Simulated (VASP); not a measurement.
Data:

```
CELL_PARAMETERS angstrom
      0.00000     2.53885     2.53885
      2.53885     0.00000     2.53885
      2.53885     2.53885     0.00000
ATOMIC_POSITIONS crystal
  Sr 0.00000 0.00000 0.00000
  O  0.50000 0.50000 0.50000
```

Calculation: LDA (Ceperley-Alder, Perdew-Zunger), VASP's LDA PAW potentials (set 64) (plane waves; VASP 6.6.1). Run with 520 eV cut-off, 11×11×11 Γ-centred mesh, Gaussian smearing of 0.010 eV, potentials Sr_sv O.

**Question.** Give the direction-averaged independent-particle dielectric function (no local fields, no excitons; a broadening of 0.1 eV leaves a tail below the gap, and fine structure carries the noise of the k-mesh).

**Answer.** 
```json
[
 {"ħω (eV)": "0.00", "ε₁": "4.11", "ε₂": "0.00"},
 {"ħω (eV)": "0.20", "ε₁": "4.11", "ε₂": "0.00"},
 {"ħω (eV)": "0.50", "ε₁": "4.12", "ε₂": "0.01"},
 {"ħω (eV)": "0.80", "ε₁": "4.15", "ε₂": "0.01"},
 {"ħω (eV)": "1.10", "ε₁": "4.18", "ε₂": "0.01"},
 {"ħω (eV)": "1.40", "ε₁": "4.24", "ε₂": "0.02"},
 {"ħω (eV)": "1.70", "ε₁": "4.31", "ε₂": "0.03"},
 {"ħω (eV)": "2.00", "ε₁": "4.40", "ε₂": "0.04"},
 {"ħω (eV)": "2.30", "ε₁": "4.53", "ε₂": "0.05"},
 {"ħω (eV)": "2.60", "ε₁": "4.71", "ε₂": "0.08"},
 {"ħω (eV)": "2.90", "ε₁": "5.01", "ε₂": "0.16"},
 {"ħω (eV)": "3.20", "ε₁": "5.18", "ε₂": "0.49"},
 {"ħω (eV)": "3.50", "ε₁": "5.46", "ε₂": "1.25"},
 {"ħω (eV)": "3.80", "ε₁": "4.90", "ε₂": "1.03"},
 {"ħω (eV)": "4.10", "ε₁": "5.37", "ε₂": "1.72"},
 {"ħω (eV)": "4.40", "ε₁": "5.17", "ε₂": "1.68"},
 {"ħω (eV)": "4.60", "ε₁": "4.96", "ε₂": "2.23"},
 {"ħω (eV)": "4.90", "ε₁": "4.74", "ε₂": "2.11"},
 {"ħω (eV)": "5.20", "ε₁": "4.76", "ε₂": "1.99"},
 {"ħω (eV)": "5.50", "ε₁": "4.28", "ε₂": "2.85"},
 {"ħω (eV)": "5.80", "ε₁": "4.48", "ε₂": "2.48"},
 {"ħω (eV)": "6.10", "ε₁": "4.41", "ε₂": "2.66"},
 {"ħω (eV)": "6.40", "ε₁": "3.69", "ε₂": "3.43"},
 {"ħω (eV)": "6.70", "ε₁": "4.37", "ε₂": "2.28"},
 {"ħω (eV)": "7.00", "ε₁": "4.03", "ε₂": "3.69"},
 {"ħω (eV)": "7.30", "ε₁": "3.70", "ε₂": "3.29"},
 {"ħω (eV)": "7.60", "ε₁": "3.78", "ε₂": "4.03"},
 {"ħω (eV)": "7.90", "ε₁": "3.29", "ε₂": "3.36"},
 {"ħω (eV)": "8.20", "ε₁": "2.89", "ε₂": "3.56"},
 {"ħω (eV)": "8.50", "ε₁": "2.25", "ε₂": "3.09"},
 {"ħω (eV)": "8.80", "ε₁": "3.06", "ε₂": "3.13"},
 {"ħω (eV)": "9.10", "ε₁": "3.21", "ε₂": "3.76"}
]
```
ε₂ peaks at 5.5 eV (height 2.8), 6.4 eV (height 3.4), 7.7 eV (height 4.3); ε₁(0) averages 4.11, so the electronic refractive index below the gap tends to √4.11 = 2.03.

The compound is SrO in the rock salt structure. It was relaxed first.
